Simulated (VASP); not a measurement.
# SiF (Pm-3m) in VASP: a series of runs

The runs below take SiF through single point, with HSE(alpha, omega).

Program: VASP 6.6.1. These are calculated values, not measurements. Logs are shortened: lines on timing, memory, paths and dates and some standing lists are left out, and cuts for length are marked.

## (1) The structure

The structure is cubic, space group Pm-3m (No. 221). The conventional cell has a = 3.029 Å, b = 3.029 Å, c = 3.029 Å, α = 90.00°, β = 90.00°, γ = 90.00°. Si (site symmetry m-3m) has 8 F at 2.62 Å as nearest neighbours. Around F (site symmetry m-3m) lie 8 Si at 2.62 Å.

The cell was built by a generator and needn't be a form met in nature.

## (2) Single point, HSE(alpha, omega)

POSCAR reads:

```
SiF
1.0
    3.0286000000      0.0000000000      0.0000000000
    0.0000000000      3.0286000000      0.0000000000
    0.0000000000      0.0000000000      3.0286000000
Si F
1 1
Direct
    0.5000000000      0.5000000000      0.5000000000
    0.0000000000      0.0000000000      0.0000000000
```

INCAR.step1 reads:

```
SYSTEM = SiF
PREC = Accurate ; ENCUT = 520
EDIFF = 1E-5 ; ISMEAR = -1
SIGMA = 0.05 ; LREAL = .False.
LASPH = .True. ; NELM = 100
ALGO = Normal ; ISIF = 2
LWAVE = .True. ; LCHARG = .False.
NBANDS = 12 ; GGA = PE
```

INCAR.step2 reads:

```
SYSTEM = SiF
PREC = Accurate ; ENCUT = 520
EDIFF = 1E-7 ; ISMEAR = -1
SIGMA = 0.05 ; LREAL = .False.
LASPH = .True. ; NELM = 100
ALGO = Normal ; ISIF = 2
LWAVE = .False. ; LCHARG = .False.
GGA = PE ; LHFCALC = .True.
HFSCREEN = 0.1 ; AEXX = 0.25
PRECFOCK = Fast ; NBANDS = 12
ISTART = 1
```

KPOINTS reads:

```
regular mesh
0
Gamma
  5 5 5
  0 0 0
```

Potentials or basis: VASP PAW PBE potentials, release 64 (Si, F).

Command:

```bash
$ cat potpaw_PBE.64/Si/POTCAR potpaw_PBE.64/F/POTCAR > POTCAR
$ cp INCAR.step1 INCAR
$ mpirun -np 1 vasp_std > vasp.out
$ cp INCAR.step2 INCAR
$ mpirun -np 1 vasp_std > vasp.out
```

OUTCAR:

```text
SYSTEM = SiF
   PREC = Accurate
   ENCUT = 520
   EDIFF = 1E-7
   ISMEAR = -1
   LREAL = .False.
   LASPH = .True.
   NELM = 100
   ISIF = 2
   GGA = PE
   LHFCALC = .True.
   HFSCREEN = 0.1
   AEXX = 0.25
   PRECFOCK = Fast
   ISTART = 1

 ion  position               nearest neighbor table
   1  0.500  0.500  0.500-
   2  0.000  0.000  0.000-

  LATTYP: Found a simple cubic cell.
 ALAT       =     3.0286000000

  Lattice vectors:

 A1 = (   3.0286000000,   0.0000000000,   0.0000000000)
 A2 = (   0.0000000000,   3.0286000000,   0.0000000000)
 A3 = (   0.0000000000,   0.0000000000,   3.0286000000)

Analysis of symmetry for initial positions (statically):
=====================================================================
 Subroutine PRICEL returns:
 Original cell was already a primitive cell.

 Routine SETGRP: Setting up the symmetry group for a
 simple cubic supercell.

 Subroutine GETGRP returns: Found 48 space group operations
 (whereof 48 operations were pure point group operations)
 out of a pool of 48 trial point group operations.

The static configuration has the point symmetry O_h .

Analysis of symmetry for dynamics (positions and initial velocities):
=====================================================================
 Subroutine PRICEL returns:
 Original cell was already a primitive cell.

 Routine SETGRP: Setting up the symmetry group for a
 simple cubic supercell.

 Subroutine GETGRP returns: Found 48 space group operations
 (whereof 48 operations were pure point group operations)
 out of a pool of 48 trial point group operations.

The dynamic configuration has the point symmetry O_h .

 Subroutine INISYM returns: Found 48 space group operations
 (whereof 48 operations are pure point group operations),
 and found     1 'primitive' translations

----------------------------------------------------------------------------------------

                                     Primitive cell

  volume of cell :      27.7796

  direct lattice vectors                    reciprocal lattice vectors
     3.028600000  0.000000000  0.000000000     0.330185564  0.000000000  0.000000000
     0.000000000  3.028600000  0.000000000     0.000000000  0.330185564  0.000000000
     0.000000000  0.000000000  3.028600000     0.000000000  0.000000000  0.330185564

  length of vectors
     3.028600000  3.028600000  3.028600000     0.330185564  0.330185564  0.330185564

  position of ions in fractional coordinates (direct lattice)
     0.500000000  0.500000000  0.500000000
     0.000000000  0.000000000  0.000000000

  ion indices of the primitive-cell ions
   primitive index   ion index
                 1           1
                 2           2

----------------------------------------------------------------------------------------

 KPOINTS: regular mesh

Automatic generation of k-mesh.
 Grid dimensions read from file:
 generate k-points for:    5    5    5

 Generating k-lattice:

  Cartesian coordinates                     Fractional coordinates (reciprocal lattice)
     0.066037113  0.000000000  0.000000000     0.200000000  0.000000000  0.000000000
     0.000000000  0.066037113  0.000000000     0.000000000  0.200000000  0.000000000
     0.000000000  0.000000000  0.066037113     0.000000000  0.000000000  0.200000000

  Length of vectors
     0.066037113  0.066037113  0.066037113

  Shift w.r.t. Gamma in fractional coordinates (k-lattice)
     0.000000000  0.000000000  0.000000000

 Subroutine IBZKPT returns following result:
 ===========================================

 Found     10 irreducible k-points:

 Following reciprocal coordinates:
            Coordinates               Weight
  0.000000  0.000000  0.000000      1.000000
  0.200000  0.000000  0.000000      6.000000
  0.400000  0.000000  0.000000      6.000000
  0.200000  0.200000  0.000000     12.000000
  0.400000  0.200000  0.000000     24.000000
  0.400000  0.400000  0.000000     12.000000
  0.200000  0.200000  0.200000      8.000000
  0.400000  0.200000  0.200000     24.000000
  0.400000  0.400000  0.200000     24.000000
  0.400000  0.400000  0.400000      8.000000
   k-points           NKPTS =     10   k-points in BZ     NKDIM =    125   number of bands    NBANDS=     12
   number of dos      NEDOS =    301   number of ions     NIONS =      2
   total plane-waves  NPLWV =  13824
   dimension x,y,z NGX =    24 NGY =   24 NGZ =   24
   dimension x,y,z NGXF=    48 NGYF=   48 NGZF=   48
   ions per type =               1   1
   NGX,Y,Z   is equivalent  to a cutoff of  13.17, 13.17, 13.17 a.u.
   NGXF,Y,Z  is equivalent  to a cutoff of  26.35, 26.35, 26.35 a.u.
 SYSTEM =  SiF
   PREC   = accura    normal or accurate (medium, high low for compatibility)
   ISTART =      1    job   : 0-new  1-cont  2-samecut
   ICHARG =      0    charge: 1-file 2-atom 10-const
   ISPIN  =      1    spin polarized calculation?
   LNONCOLLINEAR =      F non collinear calculations
   LSORBIT =      F    spin-orbit coupling
   LASPH  =      T    aspherical Exc in radial PAW
   ENCUT  =  520.0 eV  38.22 Ry    6.18 a.u.   5.63  5.63  5.63*2*pi/ulx,y,z
   NELM   =    100;   NELMIN=  2; NELMDL=  0     # of ELM steps
   EDIFF  = 0.1E-06   stopping-criterion for ELM
   LREAL  =      F    real-space projection
   EDIFFG = 0.1E-05   stopping-criterion for IOM
   NSW    =      0    number of steps for IOM
   IBRION =     -1    ionic relax: 0-MD 1-quasi-New 2-CG
   NFREE  =      0    steps in history (QN), initial steepest desc. (CG)
   ISIF   =      2    stress and relaxation
   ISYM   =      3    0-nonsym 1-usesym 2-fastsym
   POTIM  = 0.5000    time-step for ionic-motion
   TEBEG  =    0.0;   TEEND  =   0.0 temperature during run
   PSTRESS=    0.0 pullay stress
   NELECT =      11.0000    total number of electrons
   NUPDOWN=      -1.0000    fix difference up-down
   EMIN   =  10.00;   EMAX   =-10.00  energy-range for DOS
   EFERMI =   0.00;   METHOD = LEGACY
   ISMEAR =    -1;   SIGMA  =   0.05  broadening in eV -4-tet -1-fermi 0-gaus
   EFERMI_NEDOS =   21; number of points for ismear=-14 and -15
   IALGO  =     38    algorithm
   IMIX   =      1    mixing-type and parameters
     AMIX     =   0.40;   BMIX     =  1.00
     AMIX_MAG =   1.60;   BMIX_MAG =  1.00
  volume/ion in A,a.u.               =      13.89        93.73
  Fermi-wavevector in a.u.,A,eV,Ry     =   1.202164  2.271761 19.663124  1.445199
  Thomas-Fermi vector in A             =   2.337953
   LORBIT       =      0    0 simple, 1 ext, 2 COOP (PROOUT), +10 PAW based schemes
   GGA     = PE    functional components
   LHFCALC =     T    Hartree Fock is set to
   PRECFOCK=fast      Normal, Fast or Accurate (Low or Medium for compatibility)
   ENCUT4O =  -1.0   cutoff for four orbital integrals eV
   NKREDX  =     1    reduce k-point grid by
   NKREDY  =     1    reduce k-point grid by
   NKREDZ  =     1    reduce k-point grid by
   AEXX    =    0.2500 exact exchange contribution
   HFSCREEN=    0.1000 screening length (either q_TF or 0.3 A-1)
   HFSCREENC=   0.1000 screening length for correlation (either q_TF or 0.3 A-1)
   ENCUTFOCK=  -1.0 apply spherical cutoff to Coloumb kernel
   IVDW    =     0    specifies the selected vdW correction
   LEPSILON=     F    determine dielectric tensor
   LRPA    =     F    only Hartree local field effects (RPA)
 non-spin polarized calculation
  energy-cutoff  :      520.00
  volume of cell :       27.78
 maximum number of plane-waves:       752
 NGX is ok and might be reduce to    24
  NGX = 14; NGY = 14; NGZ = 14

 number of electron      11.0000013 magnetization

 Free energy of the ion-electron system (eV)
  ---------------------------------------------------
  ext. energy  EPLUGINS =         0.00000000
  ---------------------------------------------------
  free energy    TOTEN  =       -10.05849332 eV

  energy without entropy =      -10.04569986  energy(sigma->0) =      -10.05209659

 E-fermi :   5.4926     XC(G=0):  -8.3270

 val. band max:        5.4507585743   @ k =   0.4000   0.2000   0.2000
 cond. band min:       6.2367635318   @ k =   0.4000   0.4000   0.2000
 fundamental gap:      0.7860049575
 Fermi energy:         5.4926313185

 k-point     1 :       0.0000    0.0000    0.0000
  band No.  band energies     occupation
      1     -21.6144      2.00000
      2      -4.7918      2.00000
      3      -1.0561      2.00000
      4      -1.0561      2.00000
      5      -1.0561      2.00000
      6      11.8474      0.00000
      7      11.8474      0.00000
      8      11.8474      0.00000
      9      12.3614      0.00000
     10      12.3614      0.00000
     11      22.9105      0.00000
     12      24.0741      0.00000

 k-point     2 :       0.2000    0.0000    0.0000
  band No.  band energies     occupation
      1     -21.5327      2.00000
      2      -5.1213      2.00000
      3      -0.9419      2.00000
      4      -0.9419      2.00000
      5      -0.5885      2.00000
      6       7.9729      0.00000
      7      11.8071      0.00000
      8      11.8071      0.00000
      9      12.9014      0.00000
     10      16.2428      0.00000
     11      22.2879      0.00000
     12      22.2879      0.00000

 k-point     3 :       0.4000    0.0000    0.0000
  band No.  band energies     occupation
      1     -21.3960      2.00000
      2      -5.6827      2.00000
      3      -0.7500      2.00000
      4      -0.7500      2.00000
      5       1.0165      2.00000
      6       3.9590      2.00000
      7      11.7124      0.00000
      8      11.7124      0.00000
      9      14.1596      0.00000
     10      19.8120      0.00000
     11      20.5575      0.00000
     12      20.5575      0.00000
[... 76 lines left out ...]
 k-point     9 :       0.4000    0.4000    0.2000
  band No.  band energies     occupation
      1     -21.1779      2.00000
      2      -3.4261      2.00000
      3      -2.5692      2.00000
      4      -1.1344      2.00000
      5       0.4065      2.00000
      6       6.2368      0.00000
      7       6.5528      0.00000
      8      10.0518      0.00000
      9      14.5562      0.00000
     10      17.5685      0.00000
     11      17.7108      0.00000
     12      22.0037      0.00000

 k-point    10 :       0.4000    0.4000    0.4000
  band No.  band energies     occupation
      1     -21.0919      2.00000
      2      -2.4693      2.00000
      3      -1.9586      2.00000
      4      -1.9586      2.00000
      5       1.0927      2.00000
      6       5.2855      1.96871
      7       5.2855      1.96871
      8       7.1410      0.00000
      9      15.6197      0.00000
     10      16.2062      0.00000
     11      16.2062      0.00000
     12      27.3068      0.00000

------------------------ aborting loop because EDIFF is reached ----------------------------------------

  FORCE on cell =-STRESS in cart. coord.  units (eV):
  Direction    XX          YY          ZZ          XY          YZ          ZX
  --------------------------------------------------------------------------------------
  -------------------------------------------------------------------------------------
  Total       -0.4074321     -0.4074321     -0.4074321      0.0000000     -0.0000000     -0.0000000
  in kB      -23.4984956    -23.4984956    -23.4984956      0.0000000     -0.0000000     -0.0000000
  external PRESSURE =     -23.4984956 kB  Pullay stress =       0.0000000 kB

 VOLUME and BASIS-vectors are now :
 -----------------------------------------------------------------------------
  energy-cutoff  :      520.00
  volume of cell :       27.78
      direct lattice vectors                 reciprocal lattice vectors
     3.028600000  0.000000000  0.000000000     0.330185564  0.000000000  0.000000000
     0.000000000  3.028600000  0.000000000     0.000000000  0.330185564  0.000000000
     0.000000000  0.000000000  3.028600000     0.000000000  0.000000000  0.330185564

 POSITION                                       TOTAL-FORCE (eV/Angst)
 -----------------------------------------------------------------------------------
      1.51430      1.51430      1.51430         0.000000      0.000000      0.000000
      0.00000      0.00000      0.00000         0.000000      0.000000      0.000000
 -----------------------------------------------------------------------------------
    total drift:                                0.000003      0.000056      0.000023

  FREE ENERGIE OF THE ION-ELECTRON SYSTEM (eV)
  ---------------------------------------------------
  free  energy   TOTEN  =       -10.0584933150 eV

  energy  without entropy=      -10.0456998634  energy(sigma->0) =      -10.05209659
```

It took 65 s on 1 thread of AMD EPYC 9R45 (Zen 5), shared host; peak memory 0.2 GiB.

What came out:

| Quantity | Value |
| --- | --- |
| Free energy | -10.0585 eV |
| Pressure | -2.3 GPa |
| Band gap on the k mesh | none (metal or under the smearing width) |

Caveat: the k mesh is coarse (spacing up to 0.41 Å⁻¹), so the values aren't converged, least of all with exact exchange; the PAW data sets were made with another functional, which shifts forces and pressure a little; an odd number of electrons without spin polarisation forces a metal; a magnetic or distorted state may lie lower.

[end of part 1 of 2]
